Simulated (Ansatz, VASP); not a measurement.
## Cross-check of C between VASP and Ansatz

Aim: how closely do two programs agree when they are given the same cell, functional and k mesh? The cell is taken from a series of VASP runs on this material, whose earlier steps may have relaxed, scaled or displaced it; both programs get it as it stands.

Calculated with Ansatz 0.2.0; plane waves, with VASP 6.6.1 beside it; band structure at HSE06.

## Step 1: The structure

It takes space group Fd-3m (No. 227, cubic). Conventional cell: a = 3.572 Å, b = 3.572 Å, c = 3.572 Å, α = 90.00°, β = 90.00°, γ = 90.00°. Nearest to C lie 4 C at 1.55 Å.

Structure file:

```xyz
2
Lattice="0.0000 1.7858 1.7858 1.7858 0.0000 1.7858 1.7858 1.7858 0.0000" Properties=species:S:1:pos:R:3 pbc="T T T"
C     0.0000    0.0000    0.0000
C     0.8929    0.8929    0.8929
```

## Step 2: VASP: band structure, HSE06

Levels along a path test the potential and the projectors away from the mesh points.

Lines of VASP's logs that name or quote its potential files are left out, and so is its time.

The run reads the wave functions of an earlier VASP run, which isn't shown here.

The input, INCAR:

```
SYSTEM = C
PREC = Accurate
ENCUT = 460
EDIFF = 1E-06
NELM = 100
ISMEAR = 0
SIGMA = 0.03
LREAL = .FALSE.
ALGO = Normal
LHFCALC = .TRUE.
AEXX = 0.25
GGA = PE
HFSCREEN = 0.2
LASPH = .TRUE.
NBANDS = 10
PRECFOCK = Fast
LORBIT = 11
LWAVE = .FALSE.
LCHARG = .FALSE.
KPAR = 4
```

The input, POSCAR:

```
C
1.0
    0.0000000000      1.7858110000      1.7858110000
    1.7858110000      0.0000000000      1.7858110000
    1.7858110000      1.7858110000      0.0000000000
C
2
Direct
    0.0000000000      0.0000000000      0.0000000000
    0.2500000000      0.2500000000      0.2500000000
```

The input, KPOINTS:

```
Automatic mesh
0
Gamma
7 7 7
0 0 0
```

The input, KPOINTS_OPT:

```
Line mode
10
Line-mode
Reciprocal
  0.00000000   0.00000000   0.00000000 GAMMA
  0.50000000   0.00000000   0.50000000 X

  0.50000000   0.00000000   0.50000000 X
  0.50000000   0.25000000   0.75000000 W

  0.50000000   0.25000000   0.75000000 W
  0.37500000   0.37500000   0.75000000 K

  0.37500000   0.37500000   0.75000000 K
  0.00000000   0.00000000   0.00000000 GAMMA

  0.00000000   0.00000000   0.00000000 GAMMA
  0.50000000   0.50000000   0.50000000 L

  0.50000000   0.50000000   0.50000000 L
  0.62500000   0.25000000   0.62500000 U

  0.62500000   0.25000000   0.62500000 U
  0.50000000   0.25000000   0.75000000 W

  0.50000000   0.25000000   0.75000000 W
  0.50000000   0.50000000   0.50000000 L

  0.50000000   0.50000000   0.50000000 L
  0.37500000   0.37500000   0.75000000 K

  0.62500000   0.25000000   0.62500000 U
  0.50000000   0.00000000   0.50000000 X
```

PAW data sets: C (PBE family, release 64).

Launch:

```sh
$ mpirun -np 4 vasp_std
```

Numbers of over 12 decimals in the logs are rounded to 6 here.

What it wrote:

```text
[banner, memory and clock lines left out]
running    4 mpi-ranks, on    1 nodes
 distrk:  each k-point on    1 cores,    4 groups
 distr:  one band on    1 cores,    1 groups

 POSCAR found type information on POSCAR C
 POSCAR found :  1 types and       2 ions
 LDA part: xc-table for (Slater+PW92), standard interpolation
 found WAVECAR, reading the header
 POSCAR, INCAR and KPOINTS ok, starting setup
 FFT: planning ... GRIDC
 FFT: planning ... GRID_SOFT
 FFT: planning ... GRID
 reading WAVECAR
 the WAVECAR file was read successfully
 initial charge from wavefunction
 entering main loop
       N       E                     dE             d eps       ncg     rms          rms(c)
DAV:   1    -0.210856377929E+02   -0.21086E+02   -0.63941E-01   412   0.722E+00    0.104E+00
DAV:   2    -0.210882312174E+02   -0.25934E-02   -0.58060E-03   442   0.613E-01    0.663E-01
DAV:   3    -0.210874963825E+02    0.73483E-03   -0.33080E-04   424   0.159E-01    0.370E-01
DAV:   4    -0.210872569672E+02    0.23942E-03   -0.86655E-05   416   0.874E-02    0.205E-01
DAV:   5    -0.210871825979E+02    0.74369E-04   -0.24058E-05   422   0.471E-02    0.115E-01
DAV:   6    -0.210871595422E+02    0.23056E-04   -0.71202E-06   442   0.261E-02    0.644E-02
DAV:   7    -0.210871524448E+02    0.70974E-05   -0.23785E-06   424   0.153E-02    0.359E-02
DAV:   8    -0.210871506322E+02    0.18126E-05   -0.70827E-07   214   0.846E-03    0.206E-02
DAV:   9    -0.210871501966E+02    0.43557E-06   -0.29077E-07   212   0.563E-03
   1 F= -.21087150E+02 E0= -.21087150E+02  d E =-.674474E-17
 Start KPOINTS_OPT (optional k-point list driver)
k-point batch [1-20\100]
       N       E                     dE             ncg
DAV:   1     0.315901677236E+03   -0.59489E+04      424
DAV:   2    -0.782781615272E+02   -0.39418E+03      556
DAV:   3    -0.917878090899E+02   -0.13510E+02      458
DAV:   4    -0.918801301797E+02   -0.92321E-01      438
DAV:   5    -0.918803542582E+02   -0.22408E-03      442
DAV:   6    -0.918803546167E+02   -0.35853E-06      442
[...]
k-point batch [81-100\100]
       N       E                     dE             ncg
DAV:   1     0.160096725119E+03   -0.81038E+04      416
DAV:   2    -0.207525470932E+03   -0.36762E+03      506
DAV:   3    -0.217234318485E+03   -0.97088E+01      482
DAV:   4    -0.217303665750E+03   -0.69347E-01      512
DAV:   5    -0.217303768216E+03   -0.10247E-03      474
DAV:   6    -0.217303768353E+03   -0.13699E-06      474
```

OUTCAR, selected parts (step 2):

```text
ion  position               nearest neighbor table
   1  0.000  0.000  0.000-   2 1.55   2 1.55   2 1.55   2 1.55
   2  0.250  0.250  0.250-   1 1.55   1 1.55   1 1.55   1 1.55

  LATTYP: Found a face centered cubic cell.
 ALAT       =     3.5716220000

 Subroutine GETGRP returns: Found 48 space group operations
 (whereof 24 operations were pure point group operations)

The static configuration has the point symmetry T_d .
 The point group associated with its full space group is O_h .

 Found     20 irreducible k-points:

   k-points           NKPTS =     20   k-points in BZ     NKDIM =    343   number of bands    NBANDS=     10

   dimension x,y,z NGX =    18 NGY =   18 NGZ =   18
   dimension x,y,z NGXF=    36 NGYF=   36 NGZF=   36

   ENCUT  =  460.0 eV  33.81 Ry    5.81 a.u.   4.42  4.42  4.42*2*pi/ulx,y,z

   NELECT =       8.0000    total number of electrons

 k-points in reciprocal lattice and weights: Automatic mesh
   0.00000000  0.00000000  0.00000000       0.003
   0.14285714  0.00000000  0.00000000       0.023
   0.28571429  0.00000000  0.00000000       0.023
   0.42857143  0.00000000  0.00000000       0.023
   0.14285714  0.14285714  0.00000000       0.017
   0.28571429  0.14285714  0.00000000       0.070
   0.42857143  0.14285714  0.00000000       0.070
  -0.42857143  0.14285714  0.00000000       0.070
  -0.28571429  0.14285714  0.00000000       0.070
[...]
-0.42857143  0.42857143  0.14285714       0.070
  -0.28571429  0.42857143  0.14285714       0.070

  exchange ACFDT corr.  =         0.00000000  see jH, gK, PRB 81, 115126

 average (electrostatic) potential at core
       1 -41.6992       2 -41.6992

 E-fermi :   9.2081

 k-point     1 :       0.0000    0.0000    0.0000
  band No.  band energies     occupation
      1     -14.4411      2.00000
      2       9.0419      2.00000
      3       9.0419      2.00000
      4       9.0419      2.00000
      5      16.0274      0.00000
      6      16.0274      0.00000
      7      16.0274      0.00000
      8      24.2301      0.00000
      9      29.8548      0.00000
    ...

 k-point     2 :       0.1429    0.0000    0.0000
  band No.  band energies     occupation
      1     -13.8325      2.00000
      2       5.8253      2.00000
      3       8.1825      2.00000
      4       8.1825      2.00000
      5      17.1639      0.00000
      6      17.1639      0.00000
      7      17.5793      0.00000
      8      24.7600      0.00000
      9      30.7674      0.00000
    ...

 k-point     3 :       0.2857    0.0000    0.0000
  band No.  band energies     occupation
      1     -12.0321      2.00000
      2       0.5131      2.00000
      3       6.8605      2.00000
      4       6.8605      2.00000
      5      18.6639      0.00000
      6      18.6639      0.00000
      7      18.8647      0.00000
      8      25.9580      0.00000
      9      31.5898      0.00000
    ...

  energy-cutoff  :      460.00
  volume of cell :       11.39
      direct lattice vectors                 reciprocal lattice vectors
     0.000000000  1.785811000  1.785811000    -0.279984836  0.279984836  0.279984836
     1.785811000  0.000000000  1.785811000     0.279984836 -0.279984836  0.279984836
     1.785811000  1.785811000  0.000000000     0.279984836  0.279984836 -0.279984836

 POSITION                                       TOTAL-FORCE (eV/Angst)
 -----------------------------------------------------------------------------------
      0.00000      0.00000      0.00000         0.000000      0.000000      0.000000
      0.89291      0.89291      0.89291        -0.000000     -0.000000     -0.000000
 -----------------------------------------------------------------------------------
    total drift:                                0.000000      0.000000      0.000000

  FREE ENERGIE OF THE ION-ELECTRON SYSTEM (eV)
  ---------------------------------------------------
  free  energy   TOTEN  =       -21.0871501966 eV

  energy  without entropy=      -21.0871501966  energy(sigma->0) =      -21.08715020

 total charge
# of ion       s       p       d       tot
------------------------------------------
    1        0.834   1.738   0.000   2.572
    2        0.834   1.738   0.000   2.572
--------------------------------------------------
tot          1.669   3.476   0.000   5.145

[... 3 further parts left out ...]
```

## Step 3: Ansatz: band structure, HSE06

Ansatz runs on its default PAW (the set named soft_2) files.

The same cell, functional, mesh and smearing now go to Ansatz, which takes its cutoff from its data sets.

The input, input.yaml:

```yaml
crystal:
  lattice:
    - [0.0, 1.785811, 1.785811]
    - [1.785811, 0.0, 1.785811]
    - [1.785811, 1.785811, 0.0]
  atoms:
    - { symbol: C, position: [0.0, 0.0, 0.0] }
    - { symbol: C, position: [0.25, 0.25, 0.25] }
hamiltonian:
  xc: { exchange: pbe, correlation: pbe, exx: { coeff: 0.25, omega: 0.2 } }
  pseudopotentials: { kind: paw }
kpoints:
  mp_grid: { grid: [7, 7, 7] }
  band_path:
    path:
      - [0.0, 0.0, 0.0]
      - [0.38889, 0.0, 0.38889]
      - [0.5, 0.0, 0.5]
      - [0.5, 0.22222, 0.72222]
      - [0.40278, 0.34722, 0.75]
      - [0.125, 0.125, 0.25]
      - [0.27778, 0.27778, 0.27778]
      - [0.55556, 0.38889, 0.55556]
      - [0.58333, 0.25, 0.66667]
      - [0.5, 0.30556, 0.69444]
      - [0.48611, 0.48611, 0.52778]
      - [0.625, 0.25, 0.625]
      - [0.5, 0.0, 0.5]
    npoints: 1
scf:
  occupations: { method: gaussian, width: 0.03 }
  n_extra_bands: 7
output:
  forces: true
  stress: true
  eigenvalues: true
```

Launch:

```sh
$ ansatz run input.yaml --threads 4 --pin off --max-ram 9216MiB --backend cpu --events-out ev --progress --plain --runs-dir out
```

What it wrote:

```text
Warning: output.stress: scf.convergence.dr2_threshold = 1e-7 eV (the SCF's general default) is looser than the 2e-10 eV advised for a printed stress (1e-10 eV for each atom of the cell: 2). What an SCF threshold leaves in a stress goes as its square root, and in the free energy as the threshold itself, and one threshold admits the most on a small cell: [figures from the program's tests cut] Set scf.convergence.dr2_threshold to 2e-10 eV or tighter. The threshold is an SCF's pass mark: one that does not reach it within its budget of iterations ends unconverged, or closes short of it on a stop that the run arms, and scf.convergence.dr2_threshold's page says what that costs each kind of run
Warning: output.stress: scf.exx.energy_threshold = 1e-6 eV is looser than the 2e-8 eV advised for a stress under a hybrid functional (1e-8 eV for each atom of the cell: 2). Every SCF of the exchange loop can meet its threshold on dr2 while the loop round them stops early: no threshold on dr2 bounds what that leaves in the stress. Set scf.exx.energy_threshold to 2e-8 eV or tighter. The threshold is the loop's pass mark: a loop that does not reach it within its budget of cycles ends unconverged, and scf.exx.energy_threshold's page has the law
scf.n_extra_bands = 7 over 4 filled bands (N_el = 8.0): the run solves 11 bands
Engine: ansatz 0.2.0, aarch64-unknown-linux-gnu
Pseudopotentials: kind: paw
Pseudopotential: C, paw, valence charge 4, recommended cutoff 420 eV (normal), C.paw.azcp
Functional definition: unnamed
  parameter a_1 = 0.25
  parameter omega_1 = 0.2/angstrom
  exchange = pbe_x + (-a_1)*pbe_x_sr(omega_1) + a_1*exact_x_sr(omega_1)
  correlation = pbe_c
Crystal: 2 atoms, lattice volume = 11.390 Å³
Basis set: ecut = 420 eV, 229 PW (Γ), exchange–correlation on 36×36×36 points (8 copies of the dense FFT grid, shifted against one another)
Bands: 11, of which v1, the nominal top of the filled ones, is band 4 counted from 1 (3 counted from 0)
Symmetry: 48 space group operations
Space group: Fd-3m (ITA 227), of the structure as read, at distance tolerance 2.2e-5 Å
k-points: 20 of 343
Non-local potential: C, projectors of the file, l = 0: 2, l = 1: 2, l = 2: 1
PAW form: soft (Blöchl's): semilocal exchange-correlation on the pseudo side does not see the compensation charge
PAW frozen core: C, regenerated for the run's functional, and the local potential with it (the file was generated under x = pbe(κ = 0.804, μ = 0.219515), c = pbe(β = 0.066725))
PAW one-centre angular grid: C, 110 points (default); XC on 64 Gauss nodes
Initial density: superposition of atomic densities (neutral atoms: chi_scale 0, normalization atom), corrected by the library's trained network
Initial wavefunctions: pseudopotential atomic-orbital guess
Functional: x = pbe(κ = 0.804, μ = 0.219515), c = pbe(β = 0.066725), warm-up for x = pbe(κ = 0.804, μ = 0.219515) + 0.25 (exact − pbe) at short range (hse, ω = 0.2 Å⁻¹), c = pbe(β = 0.066725)
SCF iter   1: F=—  HF=-501.612923 eV  |F-HF|=—  |Δ(HF+E_count)|=         —  Δρ=1.75e-3  dr2=1.09e-4  ethr=1.77e-3  ⟨swp⟩=2.0  Hψ=1404  notcnv=0
preconditioner: auto → none  [insulator: Δε(μ)=4.269 eV  Ē_g=24.930 eV  σ=0.030 eV  W_gap=1.00  n_scr=0 (ndim 8)  ℏωp=31.1 eV  f_vac=0.000  D(μ)=0.00/eV (n_scr^D=0)]
SCF iter   2: F=-501.613096 eV  HF=-501.613050 eV  |F-HF|=4.59e-5  |Δ(HF+E_count)|=   1.27e-4  Δρ=8.51e-4  dr2=2.15e-5  ethr=1.36e-6  ⟨swp⟩=2.2  Hψ=312  notcnv=0  defer=4
SCF 1 stopped early in 2 iterations: F = -501.613096 eV  dr2 = 2.15e-5
  greatest PAW one-centre occupation: 0.643 electrons in one spin orbital (limit 2), on the C atom at site 1 (counted from 0), in its partial waves of l = 0
Initial density: handed on by an earlier stage of this run
Initial wavefunctions: those handed on with the density
Functional: x = pbe(κ = 0.804, μ = 0.219515) + 0.25 (exact − pbe) at short range (hse, ω = 0.2 Å⁻¹), c = pbe(β = 0.066725)
Exchange kernel: α = 0.2500, screened, ω = 0.2000 Å⁻¹, Wigner–Seitz truncation, v(0) = 1117.2254 eV·Å³, q-mesh 7×7×7, nearest image of the exchange supercell L = 17.68 Å, pair-density grid 12×12×12, without the augmentation charges, whose exchange is taken in its separable form by FFT convolution over the k-point mesh (sized by the pseudopotential files, 15×15×15 at the most), smooth part of the exact exchange by density-matrix convolution
Frozen-core exchange: fock
SCF iter   1: F=—  HF=-501.761395 eV  |F-HF|=—  |Δ(HF+E_count)|=         —  Δρ=9.99e-3  dr2=4.68e-3  ethr=2.68e-6  ⟨swp⟩=5.2  Hψ=962  notcnv=0
preconditioner: auto → none  [insulator: Δε(μ)=5.357 eV  Ē_g=27.635 eV  σ=0.030 eV  W_gap=1.00  n_scr=0 (ndim 8)  ℏωp=31.1 eV  f_vac=0.000  D(μ)=0.00/eV (n_scr^D=0)]
SCF iter   2: F=—  HF=-501.759570 eV  |F-HF|=—  |Δ(HF+E_count)|=   1.83e-3  Δρ=4.23e-3  dr2=7.56e-4  ethr=2.68e-6  ⟨swp⟩=3.0  Hψ=501  notcnv=0
SCF iter   3: F=—  HF=-501.761153 eV  |F-HF|=—  |Δ(HF+E_count)|=   1.58e-3  Δρ=9.00e-4  dr2=2.75e-5  ethr=2.68e-6  ⟨swp⟩=3.0  Hψ=362  notcnv=0
iter 4 solved again at ethr=1.11e-8 eV; its pass at ethr=3.19e-7 eV (dr2=8.92e-7 eV) is discarded
SCF iter   4: F=—  HF=-501.761143 eV  |F-HF|=—  |Δ(HF+E_count)|=   9.85e-6  Δρ=1.58e-4  dr2=2.39e-6  ethr=1.11e-8  ⟨swp⟩=2.2  Hψ=729  notcnv=0  defer=1
SCF iter   5: F=-501.761156 eV  HF=-501.761156 eV  |F-HF|=1.94e-7  |Δ(HF+E_count)|=   1.25e-5  Δρ=7.02e-5  dr2=3.80e-7  ethr=1.09e-8  ⟨swp⟩=3.0  Hψ=382  notcnv=0
SCF 2 stopped early in 5 iterations: F = -501.761156 eV  dr2 = 3.80e-7
  greatest PAW one-centre occupation: 0.646 electrons in one spin orbital (limit 2), on the C atom at site 1 (counted from 0), in its partial waves of l = 0
hybrid outer 1: dexx = +2.008e-3 eV, tail = 9.33e-6 eV
Exchange kernel: α = 0.2500, screened, ω = 0.2000 Å⁻¹, Wigner–Seitz truncation, v(0) = 1117.2254 eV·Å³, q-mesh 7×7×7, nearest image of the exchange supercell L = 17.68 Å, pair-density grid 12×12×12, without the augmentation charges, whose exchange is taken in its separable form by FFT convolution over the k-point mesh (sized by the pseudopotential files, 15×15×15 at the most), smooth part of the exact exchange by density-matrix convolution
Frozen-core exchange: fock
SCF iter   1: F=—  HF=-501.761202 eV  |F-HF|=—  |Δ(HF+E_count)|=         —  Δρ=7.51e-5  dr2=3.45e-7  ethr=5.83e-7  ⟨swp⟩=3.4  Hψ=501  notcnv=0
preconditioner: auto → none  [insulator: Δε(μ)=5.422 eV  Ē_g=27.643 eV  σ=0.030 eV  W_gap=1.00  n_scr=0 (ndim 8)  ℏωp=31.1 eV  f_vac=0.000  D(μ)=0.00/eV (n_scr^D=0)]
SCF iter   2: F=-501.761202 eV  HF=-501.761202 eV  |F-HF|=4.90e-9  |Δ(HF+E_count)|=   8.54e-8  Δρ=1.50e-5  dr2=1.22e-8  ethr=3.21e-9  ⟨swp⟩=3.0  Hψ=346  notcnv=0
SCF 3 converged in 2 iterations: F = -501.761202 eV  dr2 = 1.22e-8
  Residual-converged pass: ⟨swp⟩=3.0  Hψ=375  notcnv=0  max |occ|·‖R‖ = 2.3e-6 eV (tolerance 2.4e-6 eV)  dr2=1.22e-8  dr2_onsite=7.58e-10  max |Δocc| = 0.0e0
hybrid outer 2: dexx = +1.298e-7 eV, tail = 2.96e-8 eV, Δε = 2.31e-3 eV (about 1.31e-4 eV left of the loop's levels)
NSCF: frozen V_eff on 13 k-points
hybrid SCF converged: 2 outer / 7 inner (+2 warm-up), last move |dexx| = 1.30e-7 eV, tail = 2.96e-8 eV
Stability not checked: this state was not tested for a lower state beside it, because the functional holds exact exchange (a hybrid, or Hartree-Fock), whose exchange loop this test does not read (fock_operator; see scf.lower_state_search)
Free energy (F): -501.761202 eV
Frozen-core exchange: fock
Harris-Foulkes:  -501.761202 eV  (|F-HF|=4.90e-9)
Internal energy: -501.761202 eV  (E = F + TS)
E sigma→0 (E₀):  -501.761202 eV
Fermi energy:    15.323689 eV
--- Per-component energies (eV) ---
  E_band       = 22.334558
  E_kinetic    = 183.733636
  E_local      = -120.939176  (includes V_loc(G=0)·N_el)
  E_nonlocal   = 52.168813
  E_hartree    = 26.515448
  E_xc         = -78.740857
  E_vxc        = -96.775318  (∫ρ·V_xc dr)
  E_exx        = -18.396430  (= α·E_x^exact, valence–valence)
  E_paw        = -198.582455  (= ΣΔE_a)
  E_vpaw       = -12.091121  (= ΣTr[D̂ρ^β])
  E_aug_tail   = 0.000018  (compensation charges beyond the density's cutoff)
  E_ewald      = -347.485740
  E_core_change = -0.034457  (= ΣΔE_core)
  E_smearing   = -0.000000  (= −TS)
  E_closure    = -0.000001  (closes the sum)
  Σ components = -501.761202   (vs F -501.761202, Δ=0.00e0)
--- Forces (eV/Å), atoms counted from 1 ---
  atom   1  C      0.00000000    -0.00000000     0.00000000
  atom   2  C      0.00000000     0.00000000     0.00000000
  max |Σ_I F_I| component: 8.79e-17 eV/Å
--- Stress (GPa, compression-positive) ---
       -9.980491      -0.000000       0.000000
        0.000000      -9.980491       0.000000
       -0.000000       0.000000      -9.980491
  P = ⅓ Tr σ = -9.9805 GPa (-99.805 kbar)
--- Band table (eV; the first three rows and the last of 20) ---
  k-point 0: bands = [-10.8650, 12.6126, 12.6126, 12.6126, 19.6001, 19.6001, 19.6001, 27.7585, ... 3 higher]
  k-point 1: bands = [-10.2567, 9.3952, 11.7511, 11.7511, 20.7378, 20.7378, 21.1503, 28.2911, ... 3 higher]
  k-point 2: bands = [-8.4573, 4.0845, 10.4270, 10.4270, 22.2385, 22.2385, 22.4256, 29.4925, ... 3 higher]
  k-point 19: bands = [-1.7448, 0.1055, 2.7182, 5.4669, 22.1645, 26.0429, 27.3557, 28.1760, ... 3 higher]
```

Run time: 7.8 s. Hardware: 4 threads of Arm Neoverse V2, shared host; peak memory 0.44 GiB; 26 s of CPU time.

## Step 4: Side by side

Known differences besides the potentials themselves: exact exchange at q = 0 is treated differently, which shows on coarse meshes; VASP keeps PBE cores, Ansatz makes them for the functional; the cutoff is 420 eV in Ansatz and 460 eV in VASP; VASP takes a coarser grid for exact exchange (PRECFOCK = Fast). Total energies have different zeros and are not compared.

Both answers:

```csv
quantity,Ansatz,VASP,difference
gap over the path points (eV),5.312,5.305,+0.008
```

Levels at points of the path, from each program's valence-band top (eV; 3 filled, then empty):

```csv
k (reciprocal lattice),Ansatz,VASP
0.000 0.000 0.000,0.00 0.00 0.00 6.99 6.99 6.99,0.00 0.00 0.00 6.99 6.99 6.99
0.389 0.000 0.389,-10.00 -6.37 -6.37 5.31 7.67 17.66,-10.00 -6.36 -6.36 5.30 7.67 17.68
0.500 0.000 0.500,-14.04 -6.85 -6.85 5.93 5.93 19.17,-14.05 -6.85 -6.85 5.92 5.92 19.20
0.500 0.222 0.722,-13.25 -8.94 -8.94 11.64 11.64 14.72,-13.25 -8.93 -8.93 11.64 11.64 14.73
0.403 0.347 0.750,-12.89 -10.03 -6.14 7.33 12.38 16.24,-12.89 -10.02 -6.13 7.32 12.39 16.26
0.125 0.125 0.250,-4.36 -3.48 -0.83 8.26 9.53 9.74,-4.36 -3.48 -0.82 8.26 9.53 9.74
0.278 0.278 0.278,-8.23 -2.12 -2.12 9.57 9.57 9.77,-8.23 -2.12 -2.12 9.57 9.57 9.78
0.556 0.389 0.556,-13.92 -5.83 -4.08 8.78 12.16 12.90,-13.91 -5.83 -4.07 8.77 12.16 12.91
0.583 0.250 0.667,-12.88 -9.96 -6.48 7.82 12.40 15.96,-12.88 -9.96 -6.48 7.82 12.41 15.97
0.500 0.306 0.694,-12.52 -9.29 -7.35 10.80 12.11 15.05,-12.52 -9.29 -7.35 10.80 12.12 15.07
```

Among the levels compared at these points, filled levels agree within 6 meV and empty ones within 22 meV.

## Step 5: Summary of results

```
difference in gap over the path points (band structure, HSE06) : 0.0078 eV
```

In words: The difference in gap over the path points is 0.0078 eV (band structure, HSE06), within the 0.08 eV picked in this series as the mark of a large difference. Such differences can come from data sets, numerical settings and the points named under the comparisons, not from the functional's error against experiment.

[Lines on the potential files, build, host, timing and source positions are cut from VASP's logs without a mark.]

[Logs are printed without paths, hosts, clocks, repeated set-up lines and the standing remarks that a program may print on its own settings, such as how far it seeks lower states.]

[Hosts, paths, dates, database ids (printed as entryN), source tags and the programs' standing remarks are cut or masked in the printed files.]
